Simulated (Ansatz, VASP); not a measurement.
## Cross-check of Os (Osmium) between VASP and Ansatz

One calculation is typed for both programs; each brings its own data sets. How far apart do they land? The cell is taken from a series of runs on this material, whose earlier steps may have relaxed, scaled, displaced or heated it; both programs get it as it stands.

Calculated with Ansatz 0.2.0; plane waves, with VASP 6.6.1 beside it; zone-centre phonons at PBEsol.

**1. Starting point**

The structure is hexagonal, space group P6_3/mmc (No. 194). Conventional cell: a = 2.709 Å, b = 2.709 Å, c = 4.285 Å, α = 90.00°, β = 90.00°, γ = 120.00°. Os has 12 Os at 2.65 to 2.71 Å nearest.

Structure file:

```cif
data_structure
_symmetry_space_group_name_H-M 'P 1'
_symmetry_Int_Tables_number 1
_cell_length_a 2.7087
_cell_length_b 2.7087
_cell_length_c 4.2849
_cell_angle_alpha 90.000
_cell_angle_beta 90.000
_cell_angle_gamma 120.000
_cell_volume 27.23
loop_
_atom_site_label
_atom_site_type_symbol
_atom_site_fract_x
_atom_site_fract_y
_atom_site_fract_z
_atom_site_occupancy
Os1 Os 0.33333 0.66667 0.25000 1
Os2 Os 0.66667 0.33333 0.75000 1
```

**2. VASP: zone-centre phonons, PBEsol**

Second derivatives magnify differences that forces hide, and they need a tight electronic threshold.

Lines of VASP's logs that name or quote its potential files are left out, and so is its time.

INCAR

```
SYSTEM = Os
PREC = Accurate
ENCUT = 600
EDIFF = 1E-08
NELM = 120
ISMEAR = 1
SIGMA = 0.2
LREAL = .FALSE.
ALGO = Normal
GGA = PS
NBANDS = 14
LASPH = .TRUE.
LORBIT = 11
LWAVE = .FALSE.
LCHARG = .FALSE.
ISIF = 2
IBRION = 8
GGA_COMPAT = .FALSE.
KPAR = 2
```

POSCAR

```
Os
1.0
    2.7087173120      0.0000000000      0.0000000000
   -1.3543586560      2.3458180039      0.0000000000
    0.0000000000      0.0000000000      4.2849404920
Os
2
Direct
    0.3333333333      0.6666666667      0.2500000000
    0.6666666667      0.3333333333      0.7500000000
```

KPOINTS

```
Automatic mesh
0
Gamma
18 18 12
0 0 0
```

Potentials, in the order of the species: Os (PBE family, release 64).

Launch:

```bash
mpirun -np 2 vasp_std
```

Numbers of over 12 decimals in the logs are rounded to 6 here.

Output:

```text
[banner, memory and clock lines left out]
running    2 mpi-ranks, on    1 nodes
 distrk:  each k-point on    1 cores,    2 groups
 distr:  one band on    1 cores,    1 groups

 POSCAR found type information on POSCAR Os
 POSCAR found :  1 types and       2 ions
|                                                                             |
|               ----> ADVICE to this user running VASP <----                  |
|                                                                             |
|     You enforced a specific xc type in the INCAR file but a different       |
|     [... a line on the potential file left out ...]
|     I HOPE YOU KNOW WHAT YOU ARE DOING!                                     |
|                                                                             |

 LDA part: xc-table for (Slater+PW92), standard interpolation
 POSCAR, INCAR and KPOINTS ok, starting setup
 FFT: planning ... GRIDC
 FFT: planning ... GRID_SOFT
 FFT: planning ... GRID
 WAVECAR not read
 entering main loop
       N       E                     dE             d eps       ncg     rms          rms(c)
DAV:   1     0.117816322005E+03    0.11782E+03   -0.81735E+03  7252   0.124E+03
DAV:   2    -0.195830885868E+02   -0.13740E+03   -0.12144E+03  7366   0.371E+02
DAV:   3    -0.259005795826E+02   -0.63175E+01   -0.59686E+01  9554   0.696E+01
DAV:   4    -0.259750424711E+02   -0.74463E-01   -0.74069E-01  7960   0.769E+00
DAV:   5    -0.259754521299E+02   -0.40966E-03   -0.40964E-03  9422   0.523E-01    0.256E+01
DAV:   6    -0.248261289688E+02    0.11493E+01   -0.10119E+00  9094   0.884E+00    0.118E+01
DAV:   7    -0.244771805451E+02    0.34895E+00   -0.71572E-01  9156   0.733E+00    0.578E-01
DAV:   8    -0.244707913360E+02    0.63892E-02   -0.69997E-03  7420   0.678E-01    0.368E-01
DAV:   9    -0.244679175224E+02    0.28738E-02   -0.18392E-03  8560   0.473E-01    0.514E-02
DAV:  10    -0.244679378727E+02   -0.20350E-04   -0.67022E-05  9244   0.755E-02    0.925E-03
DAV:  11    -0.244679159768E+02    0.21896E-04   -0.50043E-06  8104   0.251E-02    0.135E-03
DAV:  12    -0.244679152993E+02    0.67752E-06   -0.12509E-07  9040   0.356E-03    0.793E-04
DAV:  13    -0.244679151973E+02    0.10200E-06   -0.24503E-09  5642   0.481E-04    0.302E-04
DAV:  14    -0.244679151599E+02    0.37397E-07   -0.31946E-10  4274   0.160E-04    0.105E-04
DAV:  15    -0.244679151462E+02    0.13673E-07   -0.12328E-10  4022   0.137E-04    0.105E-04
DAV:  16    -0.244679151416E+02    0.46032E-08   -0.16424E-11  3896   0.514E-05
   1 F= -.24467915E+02 E0= -.24468017E+02  d E =0.305571E-03
 Linear response reoptimize wavefunctions to high precision
DAV:   1    -0.244679151423E+02   -0.66234E-09   -0.29209E-12  4100   0.184E-05
DAV:   2    -0.244679151423E+02    0.11141E-10   -0.65581E-13  3842   0.834E-06
 Linear response DOF=           2
 Linear response progress:
  Degree of freedom:   1/  2
       N       E                     dE             d eps       ncg     rms          rms(c)
RMM:   1    -0.192416488938E+00   -0.19242E+00   -0.11164E-01 54070   0.257E+00
RMM:   2    -0.188696310214E+00    0.37202E-02   -0.16744E-03 41974   0.555E-01    0.150E-01
RMM:   3    -0.187474338921E+00    0.12220E-02   -0.52563E-04 50058   0.163E-01    0.856E-02
RMM:   4    -0.186724999619E+00    0.74934E-03   -0.80212E-04 50589   0.190E-01    0.109E-02
RMM:   5    -0.186781493033E+00   -0.56493E-04   -0.19739E-05 51585   0.318E-02    0.536E-03
RMM:   6    -0.186755220271E+00    0.26273E-04   -0.23333E-06 51889   0.104E-02    0.134E-03
RMM:   7    -0.186752181042E+00    0.30392E-05   -0.66814E-08 53154   0.173E-03    0.895E-04
RMM:   8    -0.186748566557E+00    0.36145E-05   -0.11162E-07 51752   0.145E-03    0.103E-04
RMM:   9    -0.186748064457E+00    0.50210E-06   -0.47276E-08 53761   0.277E-04    0.270E-05
RMM:  10    -0.186747962540E+00    0.10192E-06   -0.50502E-08 53891   0.809E-05    0.561E-06
RMM:  11    -0.186747924979E+00    0.37562E-07   -0.50790E-08 52894   0.600E-05    0.159E-06
RMM:  12    -0.186747939176E+00   -0.14197E-07   -0.49250E-08 45288   0.566E-05    0.271E-07
RMM:  13    -0.186747940302E+00   -0.11260E-08   -0.47686E-08 20514   0.552E-05    0.163E-07
 first order change of Fermi-energy  -0.13848E-04
 force on displaced ion       1 direction 1 : -10.229   0.001   0.000
 Linear response progress:
  Degree of freedom:   2/  2
       N       E                     dE             d eps       ncg     rms          rms(c)
RMM:   1    -0.247237583733E+00   -0.24724E+00   -0.13894E-01 19241   0.271E+00
RMM:   2    -0.238679045306E+00    0.85585E-02   -0.54725E-03 14100   0.774E-01    0.180E-01
RMM:   3    -0.238128551041E+00    0.55049E-03   -0.90113E-04 17681   0.172E-01    0.102E-01
RMM:   4    -0.238168320154E+00   -0.39769E-04   -0.39297E-04 17759   0.144E-01    0.128E-02
RMM:   5    -0.238229495759E+00   -0.61176E-04    0.25403E-05 18324   0.194E-02    0.534E-03
RMM:   6    -0.238237476408E+00   -0.79806E-05    0.90699E-06 17203   0.398E-03    0.382E-03
RMM:   7    -0.238247512711E+00   -0.10036E-04    0.28585E-06 17812   0.450E-03    0.441E-04
RMM:   8    -0.238244648159E+00    0.28646E-05   -0.11384E-06 18280   0.109E-03    0.158E-04
RMM:   9    -0.238242869748E+00    0.17784E-05   -0.20686E-07 18222   0.382E-04    0.657E-05
RMM:  10    -0.238242757514E+00    0.11223E-06    0.31113E-07 17322   0.234E-04    0.446E-06
RMM:  11    -0.238242807798E+00   -0.50284E-07   -0.77427E-08 18699   0.919E-05    0.289E-06
RMM:  12    -0.238242806252E+00    0.15461E-08   -0.62081E-08 17630   0.644E-05    0.553E-07
 first order change of Fermi-energy   0.10879E-03
 force on displaced ion       1 direction 3 :  -0.000   0.000 -19.690
 Linear response finished
```

OUTCAR, selected parts (step 2):

```text
ion  position               nearest neighbor table
   1  0.333  0.667  0.250-   2 2.65   2 2.65   2 2.65   2 2.65   2 2.65   2 2.65
   2  0.667  0.333  0.750-   1 2.65   1 2.65   1 2.65   1 2.65   1 2.65   1 2.65

  LATTYP: Found a hexagonal cell.
 ALAT       =     2.7087173120
 C/A-ratio  =     1.5819075963

 Subroutine GETGRP returns: Found 24 space group operations
 (whereof 12 operations were pure point group operations)

The static configuration has the point symmetry D_3d.
 The point group associated with its full space group is D_6h.

 Found    259 irreducible k-points:

   k-points           NKPTS =    259   k-points in BZ     NKDIM =    259   number of bands    NBANDS=     14

   dimension x,y,z NGX =    24 NGY =   24 NGZ =   36
   dimension x,y,z NGXF=    48 NGYF=   48 NGZF=   72

   ENCUT  =  600.0 eV  44.10 Ry    6.64 a.u.   5.41  5.41  8.56*2*pi/ulx,y,z

   NELECT =      16.0000    total number of electrons

 k-points in reciprocal lattice and weights: Automatic mesh
   0.00000000  0.00000000  0.00000000       0.000
   0.05555556  0.00000000  0.00000000       0.002
   0.11111111  0.00000000  0.00000000       0.002
   0.16666667  0.00000000  0.00000000       0.002
   0.22222222  0.00000000  0.00000000       0.002
   0.27777778  0.00000000  0.00000000       0.002
   0.33333333  0.00000000  0.00000000       0.002
   0.38888889  0.00000000  0.00000000       0.002
   0.44444444  0.00000000  0.00000000       0.002
[...]
0.33333333  0.27777778  0.50000000       0.003
   0.33333333  0.33333333  0.50000000       0.001

 average (electrostatic) potential at core
       1 -42.6872       2 -42.6872

  Total        1.7083091      1.7083091      1.6939170      0.0000000      0.0000000      0.0000000
  in kB      100.5250377    100.5250377     99.6781386      0.0000000      0.0000000      0.0000000
  external PRESSURE =     100.2427380 kB  Pullay stress =       0.0000000 kB

  energy-cutoff  :      600.00
  volume of cell :       27.23
      direct lattice vectors                 reciprocal lattice vectors
     2.708717312  0.000000000  0.000000000     0.369178428  0.213145265  0.000000000
    -1.354358656  2.345818004  0.000000000     0.000000000  0.426290530  0.000000000
     0.000000000  0.000000000  4.284940492     0.000000000  0.000000000  0.233375470

 POSITION                                       TOTAL-FORCE (eV/Angst)
 -----------------------------------------------------------------------------------
     -0.00000      1.56388      1.07124         0.000000      0.000000      0.000000
      1.35436      0.78194      3.21371        -0.000000     -0.000000      0.000000
 -----------------------------------------------------------------------------------
    total drift:                               -0.000000      0.000000     -0.000000

 Eigenvectors and eigenvalues of the dynamical matrix
 ----------------------------------------------------

   1 f  =    7.113413 THz    44.694893 2PiTHz  237.277923 cm-1    29.418700 meV
             X         Y         Z           dx          dy          dz
     -0.000000  1.563879  1.071235    -0.000000   -0.000000   -0.707107
      1.354359  0.781939  3.213705     0.000000    0.000000    0.707107

   2 f  =    5.127054 THz    32.214232 2PiTHz  171.020120 cm-1    21.203783 meV
             X         Y         Z           dx          dy          dz
     -0.000000  1.563879  1.071235     0.000000    0.707107    0.000000
      1.354359  0.781939  3.213705     0.000000   -0.707107    0.000000

   3 f  =    5.127054 THz    32.214232 2PiTHz  171.020120 cm-1    21.203783 meV
             X         Y         Z           dx          dy          dz
     -0.000000  1.563879  1.071235     0.707107    0.000000   -0.000000
      1.354359  0.781939  3.213705    -0.707107    0.000000    0.000000

   4 f  =    0.000000 THz     0.000000 2PiTHz    0.000001 cm-1     0.000000 meV
             X         Y         Z           dx          dy          dz
     -0.000000  1.563879  1.071235     0.000000   -0.688191    0.162460
      1.354359  0.781939  3.213705     0.000000   -0.688191    0.162460

   5 f  =    0.000000 THz     0.000000 2PiTHz    0.000000 cm-1     0.000000 meV
             X         Y         Z           dx          dy          dz
     -0.000000  1.563879  1.071235     0.707107    0.000000   -0.000000
      1.354359  0.781939  3.213705     0.707107    0.000000    0.000000

   6 f/i=    0.000000 THz     0.000001 2PiTHz    0.000003 cm-1     0.000000 meV
             X         Y         Z           dx          dy          dz
     -0.000000  1.563879  1.071235    -0.000000    0.162460    0.688191
      1.354359  0.781939  3.213705    -0.000000    0.162460    0.688191

 ELASTIC MODULI CONTR FROM IONIC RELAXATION (kBar)
 Direction    XX          YY          ZZ          XY          YZ          ZX
 --------------------------------------------------------------------------------
 XX         -53.7103     53.7103     -0.0000      0.0000     -0.0000      0.0000
 YY          53.7103    -53.7103      0.0000     -0.0000      0.0000      0.0000
 ZZ          -0.0000      0.0000     -0.0000      0.0000     -0.0000      0.0000
 XY           0.0000     -0.0000      0.0000    -53.7103      0.0000      0.0000
 YZ          -0.0000      0.0000     -0.0000      0.0000     -0.0000      0.0000
 ZX           0.0000      0.0000      0.0000      0.0000      0.0000      0.0000
 --------------------------------------------------------------------------------
```

**3. Ansatz: zone-centre phonons, PBEsol**

Ansatz runs on its PAW soft_1 files.

The same cell, functional, mesh and smearing now go to Ansatz, which takes its cutoff from its data sets.

input.yaml

```yaml
crystal:
  lattice:
    - [2.708717312, 0.0, 0.0]
    - [-1.354358656, 2.3458180039, 0.0]
    - [0.0, 0.0, 4.284940492]
  atoms:
    - { symbol: Os, position: [0.3333333333, 0.6666666667, 0.25] }
    - { symbol: Os, position: [0.6666666667, 0.3333333333, 0.75] }
kpoints:
  mp_grid: { grid: [18, 18, 12] }
hamiltonian:
  xc: pbesol
  pseudopotentials: { kind: paw, azcp: { folder: soft_1 }, xc_functional: pbe }
scf:
  occupations: { method: methfessel_paxton, width: 0.2 }
output:
  eigenvalues: true
phonons:
  method: dfpt
```

Launch:

```bash
ansatz run input.yaml --threads 4 --pin off --max-ram 10240MiB --backend cpu --events-out ev --progress --plain --runs-dir out
```

Output:

```text
zone centre: on kpoints.mp_grid the ground state, and the responses unless they are solved on pairs of k-points, stand on 637 of the mesh's 3888 k-points, reduced under 4 symmetry operations, with k and −k counted as one. Each operation leaves every solved displacement unchanged or reverses it
Engine: ansatz 0.2.0, x86_64-unknown-linux-gnu
Pseudopotentials: kind: paw
Pseudopotential: Os, paw, valence charge 16, recommended cutoff 420 eV (normal), soft_1/Os.paw.azcp
Functional definition: PBEsol
  exchange = pbesol_x
  correlation = pbesol_c
Crystal: 2 atoms, lattice volume = 27.227 Å³
Basis set: ecut = 420 eV, 537 PW (Γ), exchange–correlation on 40×40×60 points (8 copies of the dense FFT grid, shifted against one another)
Bands: 20, of which v1, the nominal top of the filled ones, is band 16 counted from 1 (15 counted from 0)
Symmetry: 24 space group operations
k-points: 637 of 3888 (irreducible under 4 space group operations, time reversal used)
Non-local potential: Os, projectors of the file, l = 0: 3, l = 1: 2, l = 2: 2, l = 3: 1
PAW form: soft (Blöchl's): semilocal exchange-correlation on the pseudo side does not see the compensation charge
PAW frozen core: Os, regenerated for the run's functional, and the local potential with it (the file was generated under x = pbe(κ = 0.804, μ = 0.219515), c = pbe(β = 0.066725))
PAW one-centre angular grid: Os, 590 points (default); XC on 64 Gauss nodes
Initial density: superposition of atomic densities (chi_scale 0.1, normalization cell)
Initial wavefunctions: pseudopotential atomic-orbital guess
Functional: x = pbesol(κ = 0.804, μ = 0.123457), c = pbesol(β = 0.046)
SCF iter   1: F=—  HF=-22504.989906 eV  |F-HF|=—  |Δ(HF+E_count)|=         —  Δρ=6.37e-2  dr2=9.18e-1  ethr=3.10e-3  ⟨swp⟩=5.0  Hψ=116403  notcnv=0  defer=51
automatic band count: the SCF goes on with 24 bands, as 20 were too few: they end inside the smearing window of the response
preconditioner: auto → none  [metal: Δε(μ)=0.028 eV  Ē_g=12.415 eV  σ=0.200 eV  W_gap=0.12  n_scr=8 (ndim 8)  ℏωp=28.5 eV  f_vac=0.000  D(μ)=1.20/eV (n_scr^D=8)  sad-step TF]
SCF iter   2: F=—  HF=-22504.752155 eV  |F-HF|=—  |Δ(HF+E_count)|=   2.38e-1  S|Δr|=    0.00e0  Δρ=3.76e-2  dr2=3.11e-1  ethr=2.87e-3  ⟨swp⟩=2.0  Hψ=23018  notcnv=0  defer=655
SCF iter   3: F=—  HF=-22504.641228 eV  |F-HF|=—  |Δ(HF+E_count)|=   1.11e-1  S|Δr|=    0.00e0  Δρ=1.68e-3  dr2=3.40e-4  ethr=9.72e-4  ⟨swp⟩=2.0  Hψ=21692  notcnv=0  defer=655
SCF iter   4: F=—  HF=-22504.640975 eV  |F-HF|=—  |Δ(HF+E_count)|=   2.52e-4  S|Δr|=    0.00e0  Δρ=1.96e-4  dr2=4.52e-6  ethr=1.06e-6  ⟨swp⟩=2.2  Hψ=23405  notcnv=0  defer=860
SCF iter   5: F=—  HF=-22504.640975 eV  |F-HF|=—  |Δ(HF+E_count)|=   6.43e-7  S|Δr|=    0.00e0  Δρ=4.39e-5  dr2=3.31e-7  ethr=1.41e-8  ⟨swp⟩=2.7  Hψ=24176  notcnv=0  defer=860
SCF iter   6: F=—  HF=-22504.640980 eV  |F-HF|=—  |Δ(HF+E_count)|=   5.60e-6  S|Δr|=    0.00e0  Δρ=1.46e-5  dr2=4.40e-8  ethr=1.03e-9  ⟨swp⟩=2.2  Hψ=22824  notcnv=0  defer=973
SCF iter   7: F=—  HF=-22504.640980 eV  |F-HF|=—  |Δ(HF+E_count)|=   1.55e-8  S|Δr|=    0.00e0  Δρ=3.61e-6  dr2=2.66e-9  ethr=1.37e-10  ⟨swp⟩=2.4  Hψ=20822  notcnv=0  defer=973
SCF iter   8: F=—  HF=-22504.640980 eV  |F-HF|=—  |Δ(HF+E_count)|=   1.01e-9  S|Δr|=    0.00e0  Δρ=3.19e-7  dr2=1.86e-11  ethr=8.31e-12  ⟨swp⟩=2.1  Hψ=21142  notcnv=0  defer=973
SCF iter   9: F=-22504.640980 eV  HF=-22504.640980 eV  |F-HF|=3.64e-12  |Δ(HF+E_count)|=  7.28e-12  S|Δr|=    0.00e0  Δρ=2.22e-8  dr2=5.74e-14  ethr=1.00e-12  ⟨swp⟩=9.8  Hψ=69736  notcnv=0
SCF 1 converged in 9 iterations: F = -22504.640980 eV  dr2 = 5.74e-14
  greatest PAW one-centre occupation: 1.000 electrons in one spin orbital (limit 2), on the Os atom at site 1 (counted from 0), in its partial waves of l = 0
DFPT response loops at Γ: preconditioner auto → Kerker (q_TF=auto, 2.803 Å⁻¹) (partly filled bands, converged f_vac=0.000); β = 1.00, the filter's whole step (`scf.mixing.beta` (0.50) is not read by the response loops under this deck's `scf.mixing.preconditioner`; to damp them name `kerker` or `kerker_dos`, under which they read `scf.mixing.beta`, and type it under 1.00, their step now; both keys bind the ground state too); Broyden in place of MSR1
SCF converged after 9 iterations
Stability not checked: this state was not tested for a lower state beside it, because cold or Methfessel-Paxton smearing, or corrected tetrahedra, fill the levels in a way that the test cannot read (fill_not_monotonic; see scf.lower_state_search)
Free energy (F): -22504.640980 eV
Harris-Foulkes:  -22504.640980 eV  (|F-HF|=3.64e-12)
Internal energy: -22504.641244 eV  (E = F + TS)
E sigma→0 (E₀):  -22504.641046 eV
Entropy (-TS):   0.000264 eV (0.132 meV/atom)
Fermi energy:    26.690737 eV
--- Per-component energies (eV) ---
  E_band       = -111.045843
  E_kinetic    = 987.459998
  E_local      = -1773.913205  (includes V_loc(G=0)·N_el)
  E_nonlocal   = 398.483180
  E_hartree    = 637.579849
  E_xc         = -466.637384
  E_vxc        = -493.870139  (∫ρ·V_xc dr)
  E_paw        = -17829.929379  (= ΣΔE_a)
  E_vpaw       = -504.366247  (= ΣTr[D̂ρ^β])
  E_aug_tail   = 0.000881  (compensation charges beyond the density's cutoff)
  E_ewald      = -4458.181179
  E_core_change = 0.495995  (= ΣΔE_core)
  E_smearing   = 0.000264  (= −TS)
  E_closure    = 0.000000  (closes the sum)
  Σ components = -22504.640980   (vs F -22504.640980, Δ=0.00e0)
--- Band table (eV; the first three rows and the last of 637) ---
  k-point 0: bands = [... 12 lower, 23.7521, 24.3790, 24.3790, 25.0784, 25.0784, 26.6881, 28.4611, 28.4611, ... 4 higher]
  k-point 1: bands = [... 12 lower, 23.6986, 24.3183, 24.3183, 25.2195, 25.2195, 26.3894, 28.4763, 28.4763, ... 4 higher]
  k-point 2: bands = [... 12 lower, 23.5490, 24.1543, 24.1543, 25.5804, 25.5804, 25.6422, 28.4970, 28.4970, ... 4 higher]
  k-point 636: bands = [... 12 lower, 23.1380, 23.1380, 24.9773, 24.9773, 29.0837, 29.0837, 31.7353, 31.7353, ... 4 higher]
--- Phonons (Γ-DFPT): 2 representative perturbations + reference, on 637 of 3888 k-points (Σ response iterations 4) ---
  k mesh reduced under 4 symmetry operations, with k and −k counted as one. Each operation leaves every solved displacement unchanged or reverses it
  ASR residual: 1.367e-5 → 0.000e0 eV/Å²; symmetrization residual: 4.139e-13 eV/Å²
  ASR residual per site (eV/Å²): 1.37e-5 1.37e-5
  Γ frequencies (cm⁻¹): 0.00 0.00 0.00 171.11 171.11 237.18
  non-analytic LO–TO correction: not included (Born effective charges unavailable; polar crystals: no LO–TO splitting at Γ)
```

**4. Side by side**

Known differences besides the potentials themselves: the data sets hold 32 valence electrons in Ansatz (on its PAW soft_1 files) and 16 in VASP; the cutoff is 420 eV in Ansatz and 600 eV in VASP; Ansatz makes its cores anew for this functional, VASP keeps those of its PBE data sets. Total energies have different zeros and are not compared.

The two programs side by side:

```csv
quantity,Ansatz,VASP,difference
optical mode 1 to 2 (cm⁻¹),171.1,171.0,+0.05 %
optical mode 3 (cm⁻¹),237.2,237.3,-0.04 %
```

Modes are paired by rising frequency, not by their patterns, so a pair may set unlike modes beside each other; they are those without the splitting of longitudinal modes.

**5. Results**

| Property | Result |
| --- | --- |
| r.m.s. difference of the optical zone-centre modes, each program's sorted by frequency (zone-centre phonons, PBEsol) | 0.093 cm⁻¹ |

What this shows: The r.m.s. difference of the optical zone-centre modes, each program's sorted by frequency is 0.093 cm⁻¹ (zone-centre phonons, PBEsol). The data sets hold unlike numbers of valence electrons (32 in Ansatz and 16 in VASP), so part of the differences comes from the potentials. Such differences can come from data sets, numerical settings and the points named under the comparisons, not from the functional's error against experiment.

[Lines on the potential files, build, host, timing and source positions are cut from VASP's logs without a mark.]

[Logs are printed without paths, hosts, clocks, repeated set-up lines and the standing remarks that a program may print on its own settings, such as how far it seeks lower states.]

[Hosts, paths, dates, database ids (printed as entryN), source tags and the programs' standing remarks are cut or masked in the printed files.]
